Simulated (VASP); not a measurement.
The system is Zn2CdSeS2.

```xyz
6
Lattice="4.4460 0.0000 0.0000 0.0000 4.4460 0.0000 0.0000 0.0000 5.8499" Properties=species:S:1:pos:R:3 pbc="T T T"
Zn    0.0000    2.2230    0.0000
Zn    2.2230    0.0000    0.0000
Cd    0.0000    0.0000    2.9249
Se    0.0000    0.0000    0.0000
S     2.2230    2.2230    1.5839
S     2.2230    2.2230    4.2660
```

The cell was built by a generator and needn't be a form met in nature.

```yaml
Program: VASP 6.6.1
Task: relaxation of cell and atoms
Functional: PBE
Potentials_or_basis: VASP PAW PBE potentials, release 64 (Zn, Cd, Se, S)
Cutoff: 520 eV
k_mesh: 3 × 3 × 3
Occupations: gaussian, width 0.15 eV
Spin: no spin polarisation
```

At the start: pressure 11.6 GPa; volume 19.27 Å³/atom.

Task: Where does the relaxation end?

Result: Over 14 steps the energy falls by 155.4 meV/atom and the volume is 22.11 Å³/atom (+14.7 %); space group P4/mmm (No. 123, to 0.05 Å).

The path:
```
step  energy change (eV)  largest force (eV/Å)  pressure (GPa)  volume (Å³)
   1              0.0000                0.0564           11.62       115.63
   2             -0.7682                0.4652           -3.02       140.30
   3             -0.8100                0.4488           -0.52       134.36
   4             -0.8098                0.4549           -1.56       135.51
   5             -0.8104                0.4517           -1.19       134.98
   6             -0.8755                0.3847           -0.63       133.05
   7             -0.8897                0.2750            0.14       131.16
   8             -0.8912                0.3139            0.35       131.55
   9             -0.8910                0.3258            0.19       131.77
  10             -0.8912                0.3084            0.28       131.67
  11             -0.9029                0.2800            0.12       132.21
  12             -0.9252                0.1179           -0.61       133.84
  13             -0.9323                0.0445            0.57       132.65
  14             -0.9323                0.0534            0.24       132.69
```

Final structure:
```
Zn Cd Se S
1.0
     4.82416    0.00000    0.00000
     0.00000    4.82416    0.00000
     0.00000    0.00000    5.70142
Zn Cd Se S
2 1 1 2
Cartesian
  0.0000 2.4121 0.0000
  2.4121 0.0000 0.0000
  0.0000 0.0000 2.8507
  0.0000 0.0000 0.0000
  2.4121 2.4121 1.4106
  2.4121 2.4121 4.2908
```

Caveat: the k mesh is coarse (spacing up to 0.47 Å⁻¹), so the values aren't converged.
